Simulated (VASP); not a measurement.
OSZICAR of a VASP run on Ni3Si (L1_2):

**OSZICAR**
```
       N       E                     dE             d eps       ncg     rms          rms(c)
DAV:   1     0.209338760814E+03    0.20934E+03   -0.15690E+04  1478   0.211E+03
DAV:   2    -0.262544224422E+01   -0.21196E+03   -0.20485E+03  1470   0.365E+02
DAV:   3    -0.135168217533E+02   -0.10891E+02   -0.10349E+02  1626   0.108E+02
DAV:   4    -0.137752328352E+02   -0.25841E+00   -0.25715E+00  1715   0.148E+01
DAV:   5    -0.137846915391E+02   -0.94587E-02   -0.94514E-02  1777   0.270E+00    0.160E+01
DAV:   6    -0.142595737750E+02   -0.47488E+00   -0.44458E+01  1700   0.109E+02    0.159E+01
DAV:   7    -0.110813058907E+02    0.31783E+01   -0.13655E+01  1652   0.618E+01    0.297E+00
DAV:   8    -0.110649453175E+02    0.16361E-01   -0.58543E-01  1546   0.556E+00    0.128E+00
DAV:   9    -0.110521701343E+02    0.12775E-01   -0.31308E-02  2020   0.252E+00    0.450E-01
DAV:  10    -0.110505692062E+02    0.16009E-02   -0.37399E-03  1997   0.475E-01    0.153E-01
DAV:  11    -0.110506102694E+02   -0.41063E-04   -0.99465E-04  2116   0.372E-01    0.690E-02
DAV:  12    -0.110505760051E+02    0.34264E-04   -0.14630E-04  1806   0.152E-01    0.149E-02
DAV:  13    -0.110505780539E+02   -0.20488E-05   -0.12386E-05  1693   0.294E-02    0.640E-03
DAV:  14    -0.110505764341E+02    0.16198E-05   -0.95677E-07  1729   0.959E-03    0.197E-03
DAV:  15    -0.110505764393E+02   -0.52696E-08   -0.13648E-07   926   0.626E-03
   1 F= -.11050576E+02 E0= -.11050714E+02  d E =0.414038E-03
```

Task: Which electronic solver shows in the log?

Result: It is blocked Davidson (ALGO = Normal, or the opening steps of other solvers). The INCAR had ALGO = Normal.

Task: How was spin treated?

Result: Without spin polarisation: there is no mag entry.

Task: Can the final energy be trusted as converged?

Result: The run converged. It stopped with EDIFF = 1E-7, NELM = 100 (vdW-DF2, plane waves, VASP's PBE PAW potentials (set 64)).

The compound is Ni3Si in the L1_2 structure. It was relaxed first, which changed the volume by +7 %. The run is not spin-polarised, so no magnetic state was tried.
